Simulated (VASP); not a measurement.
Method: PBEsol GGA, VASP's PBE PAW potentials (set 64) (plane waves; VASP 6.6.1).

VASP input:

File POSCAR:
```
Pd
2.7514240
  0.0000000000   0.7071068549   0.7071068549
  0.7035889103   0.0000000000   0.7071068549
  0.7035889103   0.7071068549   0.0000000000
Pd
1
Cart
  0.0000000000   0.0000000000   0.0000000000
```

**INCAR**
```
! general
SYSTEM  = Pd
PREC    = Accurate
ENCUT   = 480
LREAL   = .False.   ! projection in real space or not
LASPH   = .True.   ! aspherical one-centre terms

! electronic loop
EDIFF   = 1E-7
NELM    = 100   ! most electronic steps
ALGO    = Normal   ! blocked Davidson
LMAXMIX = 4   ! l cut-off of mixed one-centre charges

! smearing
ISMEAR  = 1
SIGMA   = 0.1   ! width (eV)

! functional
GGA     = PS

! ions
ISIF    = 2

! output
LWAVE   = .False.
LCHARG  = .False.
```

**KPOINTS**
```
Automatic mesh
0
gamma
16 16 16
0 0 0
```

POTCAR, in this order: Pd (PBE.64 set). Program: vasp_std.

The run wrote:

File OSZICAR:
```
       N       E                     dE             d eps       ncg     rms          rms(c)
DAV:   1     0.355629959802E+02    0.35563E+02   -0.51028E+03  6346   0.977E+02
DAV:   2    -0.597271104370E+01   -0.41536E+02   -0.40447E+02  6622   0.187E+02
DAV:   3    -0.634011639321E+01   -0.36741E+00   -0.36431E+00  7299   0.203E+01
DAV:   4    -0.634189681533E+01   -0.17804E-02   -0.17802E-02  7073   0.132E+00
DAV:   5    -0.634191791664E+01   -0.21101E-04   -0.21102E-04  7294   0.126E-01    0.849E+00
DAV:   6    -0.597604390466E+01    0.36587E+00   -0.17356E+00  6414   0.124E+01    0.379E+00
DAV:   7    -0.596369121375E+01    0.12353E-01   -0.86354E-03  6988   0.886E-01    0.203E+00
DAV:   8    -0.595881352906E+01    0.48777E-02   -0.13243E-03  6740   0.282E-01    0.580E-02
DAV:   9    -0.595881843380E+01   -0.49047E-05   -0.11001E-05  8976   0.364E-02    0.121E-02
DAV:  10    -0.595882178931E+01   -0.33555E-05   -0.12688E-06  6994   0.101E-02    0.113E-03
DAV:  11    -0.595882179530E+01   -0.59860E-08   -0.14877E-08  4103   0.124E-03
   1 F= -.59588218E+01 E0= -.59588218E+01  d E =0.125383E-06
```

**OUTCAR**
```
------------------------ aborting loop because EDIFF is reached ----------------------------------------
  FORCE on cell =-STRESS in cart. coord.  units (eV):
  Direction    XX          YY          ZZ          XY          YZ          ZX
  --------------------------------------------------------------------------------------
  Total       -0.1289364     -0.1575363     -0.1575363      0.0000000      0.0000000      0.0000000
  in kB      -14.0959516    -17.2226312    -17.2226312      0.0000000      0.0000000      0.0000000
  external PRESSURE =     -16.1804047 kB  Pullay stress =       0.0000000 kB
  volume of cell :       14.66
      direct lattice vectors                 reciprocal lattice vectors
     0.000000000  1.945550771  1.945550771    -0.258281617  0.256996634  0.256996634
     1.935871414  0.000000000  1.945550771     0.258281617 -0.256996634  0.256996634
     1.935871414  1.945550771  0.000000000     0.258281617  0.256996634 -0.256996634
 POSITION                                       TOTAL-FORCE (eV/Angst)
 -----------------------------------------------------------------------------------
      0.00000      0.00000      0.00000         0.000000      0.000000      0.000000
 -----------------------------------------------------------------------------------
    total drift:                                0.000000     -0.000000      0.000000
  FREE ENERGIE OF THE ION-ELECTRON SYSTEM (eV)
  ---------------------------------------------------
  free  energy   TOTEN  =        -5.9588217953 eV

  energy  without entropy=       -5.9588219207  energy(sigma->0) =       -5.95882184
```
(Selected blocks of OUTCAR.)

The compound is Pd in the fcc structure. This cell was strained or had an atom moved on purpose.
